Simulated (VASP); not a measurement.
Data:

```
As
1.0
    2.69474     0.00000     0.00000
    0.00000     2.69474     0.00000
    0.00000     0.00000     2.69474
As
1
Direct
  0.00000   0.00000   0.00000
```

Computed with PBEsol GGA, VASP's PBE PAW potentials (set 64) (plane waves; VASP). Settings: 400 eV cut-off, Gaussian smearing of 0.050 eV, potentials As.

Estimate the band gap (along the path) with the smallest direct gap where there is one.

```yaml
band gap (along the path): none (metal, semimetal or under 0.01 eV)
```

Total energies compare only between runs with the same potentials, cut-off and functional.

The structure was generated: As was put into the simple-cubic type (Pm-3m), which need not be its known phase. It was relaxed first, which changed the volume by -9 %.
